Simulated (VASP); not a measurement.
Computed with PBEsol GGA, VASP's PBE PAW potentials (set 64) (plane waves; VASP 6.6.1).

Input for VASP

### INCAR
```
! general
SYSTEM  = SnSe
PREC    = Accurate
ENCUT   = 400   ! plane-wave cut-off (eV)
LREAL   = .FALSE.
LASPH   = .TRUE.

! electronic loop
EDIFF   = 1E-6
NELM    = 100
ALGO    = Normal   ! blocked Davidson
LMAXMIX = 4

! smearing
ISMEAR  = 0   ! Gaussian
SIGMA   = 0.05   ! width (eV)

! functional
GGA     = PS

! ions
IBRION  = 2   ! conjugate gradients
NSW     = 60
ISIF    = 3   ! ions, shape and volume
EDIFFG  = -0.01   ! ionic stop

! output
LWAVE   = .FALSE.
LCHARG  = .FALSE.
```

**POSCAR**
```
SnSe
1
    0.0000000000     3.0104350000     3.0104350000
    3.0104350000     0.0000000000     3.0104350000
    3.0104350000     3.0104350000     0.0000000000
Sn Se
1 1
Direct
  0.0000000000   0.0000000000   0.0000000000
  0.5000000000   0.5000000000   0.5000000000
```

**KPOINTS**
```
K-points
0
gamma
 7 7 7
0 0 0
```

POTCAR, in this order: Sn_d Se (PBE.64 set). Program: vasp_std.

The resulting files:

**OSZICAR**
```
       N       E                     dE             d eps       ncg     rms          rms(c)
DAV:   1     0.122744413275E+03    0.12274E+03   -0.87527E+03   560   0.147E+03
DAV:   2     0.226442920383E+01   -0.12048E+03   -0.11811E+03   596   0.348E+02
DAV:   3    -0.888233432334E+01   -0.11147E+02   -0.11028E+02   734   0.100E+02
DAV:   4    -0.913850839843E+01   -0.25617E+00   -0.25609E+00   620   0.173E+01
DAV:   5    -0.914679510083E+01   -0.82867E-02   -0.82866E-02   816   0.291E+00    0.302E+00
DAV:   6    -0.897732779067E+01    0.16947E+00   -0.44579E-01   792   0.503E+00    0.181E+00
DAV:   7    -0.897329279784E+01    0.40350E-02   -0.70054E-02   628   0.152E+00    0.845E-01
DAV:   8    -0.897331967056E+01   -0.26873E-04   -0.63968E-03   632   0.835E-01    0.788E-02
DAV:   9    -0.897321706988E+01    0.10260E-03   -0.96135E-04   784   0.280E-01    0.470E-02
DAV:  10    -0.897324146785E+01   -0.24398E-04   -0.87357E-05   584   0.611E-02    0.117E-02
DAV:  11    -0.897324296439E+01   -0.14965E-05   -0.83116E-06   716   0.286E-02    0.205E-03
DAV:  12    -0.897324307845E+01   -0.11406E-06   -0.61908E-07   346   0.112E-02
   1 F= -.89732431E+01 E0= -.89732431E+01  d E =-.897324E+01
       N       E                     dE             d eps       ncg     rms          rms(c)
DAV:   1    -0.938052637418E+01   -0.40728E+00   -0.84732E+00   686   0.458E+01    0.355E+00
DAV:   2    -0.905652648894E+01    0.32400E+00   -0.58464E-01   680   0.133E+01    0.149E+00
DAV:   3    -0.898721277297E+01    0.69314E-01   -0.22642E-01   686   0.766E+00    0.281E-01
DAV:   4    -0.898437795393E+01    0.28348E-02   -0.87547E-03   574   0.969E-01    0.840E-02
DAV:   5    -0.898419932275E+01    0.17863E-03   -0.42119E-04   794   0.196E-01    0.481E-02
DAV:   6    -0.898417417595E+01    0.25147E-04   -0.63973E-05   578   0.109E-01    0.854E-03
DAV:   7    -0.898417178426E+01    0.23917E-05   -0.59879E-06   632   0.347E-02    0.398E-03
DAV:   8    -0.898417022797E+01    0.15563E-05   -0.12130E-06   416   0.758E-03    0.599E-04
DAV:   9    -0.898417028831E+01   -0.60342E-07   -0.89612E-08   280   0.345E-03
   2 F= -.89841703E+01 E0= -.89841703E+01  d E =-.109272E-01
       N       E                     dE             d eps       ncg     rms          rms(c)
DAV:   1    -0.900679952852E+01   -0.22629E-01   -0.48843E-01   686   0.119E+01    0.813E-01
DAV:   2    -0.898948711028E+01    0.17312E-01   -0.29957E-02   680   0.294E+00    0.349E-01
DAV:   3    -0.898553109596E+01    0.39560E-02   -0.13164E-02   686   0.183E+00    0.587E-02
DAV:   4    -0.898536794812E+01    0.16315E-03   -0.51440E-04   566   0.251E-01    0.191E-02
DAV:   5    -0.898535253402E+01    0.15414E-04   -0.33133E-05   822   0.674E-02    0.107E-02
DAV:   6    -0.898534991104E+01    0.26230E-05   -0.48862E-06   566   0.353E-02    0.190E-03
DAV:   7    -0.898534984854E+01    0.62492E-07   -0.80823E-07   280   0.163E-02
   3 F= -.89853498E+01 E0= -.89853498E+01  d E =-.121068E-01
```

**OUTCAR**
```
------------------------ aborting loop because EDIFF is reached ----------------------------------------
  FORCE on cell =-STRESS in cart. coord.  units (eV):
  Direction    XX          YY          ZZ          XY          YZ          ZX
  --------------------------------------------------------------------------------------
  Total        0.0036309      0.0036309      0.0036309      0.0000000     -0.0000000      0.0000000
  in kB        0.1105876      0.1105876      0.1105876      0.0000000     -0.0000000      0.0000000
  external PRESSURE =       0.1105876 kB  Pullay stress =       0.0000000 kB
  volume of cell :       52.60
      direct lattice vectors                 reciprocal lattice vectors
     0.000000000  2.973927090  2.973927090    -0.168127861  0.168127861  0.168127861
     2.973927090 -0.000000000  2.973927090     0.168127861 -0.168127861  0.168127861
     2.973927090  2.973927090 -0.000000000     0.168127861  0.168127861 -0.168127861
 POSITION                                       TOTAL-FORCE (eV/Angst)
 -----------------------------------------------------------------------------------
      0.00000      0.00000     -0.00000         0.000000     -0.000000      0.000000
      2.97393      2.97393      2.97393         0.000000      0.000000     -0.000000
 -----------------------------------------------------------------------------------
    total drift:                               -0.000000      0.000000      0.000000
  FREE ENERGIE OF THE ION-ELECTRON SYSTEM (eV)
  ---------------------------------------------------
  free  energy   TOTEN  =        -8.9853498485 eV

  energy  without entropy=       -8.9853498485  energy(sigma->0) =       -8.98534985

 reached required accuracy - stopping structural energy minimisation
```
(Selected blocks of OUTCAR.)

File CONTCAR:
```
SnSe
   1.00000000000000
     0.0000000000000000    2.9739270895383498    2.9739270895383498
     2.9739270895383498   -0.0000000000000000    2.9739270895383498
     2.9739270895383498    2.9739270895383498   -0.0000000000000000
  Sn              Se
     1     1
Direct
     0.0000000000000000    0.0000000000000000    0.0000000000000000
     0.5000000000000000    0.5000000000000000    0.5000000000000000
```

Energy and stress use the plane-wave basis of the starting cell.

The structure comes from a computed database's SnSe entry (Fm-3m); how it stands against other phases isn't given here. This run relaxes it. Symmetry was kept, so distortions that lower it aren't found.
